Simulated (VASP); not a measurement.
All values below come from PBEsol GGA, VASP's PBE PAW potentials (set 64) (plane waves; VASP).

Input for VASP

INCAR:
```
SYSTEM=Ni
PREC=Accurate; ENCUT=520; LREAL=.False.
LASPH=.True.
EDIFF=1E-6; NELM=100; ALGO=Normal
LMAXMIX=4
ISMEAR=1; SIGMA=0.1
GGA=PS
ISPIN=2; MAGMOM=0.8
IBRION=2; NSW=60; ISIF=3
EDIFFG=-0.01
LWAVE=.False.; LCHARG=.False.; LORBIT=10
```

KPOINTS:
```
Automatic mesh
0
gamma
  16 16 16
0 0 0
```

### POSCAR
```
Ni
1
    0.0000000000     1.7600000000     1.7600000000
    1.7600000000     0.0000000000     1.7600000000
    1.7600000000     1.7600000000     0.0000000000
Ni
1
Direct
  0.0000000000   0.0000000000   0.0000000000
```

POTCAR, in this order: Ni (PBE.64 set). Program: vasp_std.

Task: What will the output report for the number of irreducible k-points (NKPTS), largest plane-wave count, number of space-group operations, FFT grid (NGX, NGY, NGZ)?

Result: 
```
Quantity                                      Result
--------------------------------------  ------------
number of irreducible k-points (NKPTS)           145
largest plane-wave count                         304
number of space-group operations                  48
FFT grid (NGX, NGY, NGZ)                20 × 20 × 20
```

The compound is Ni in the fcc structure. This run relaxes it. Symmetry was kept, so distortions that lower it aren't found.
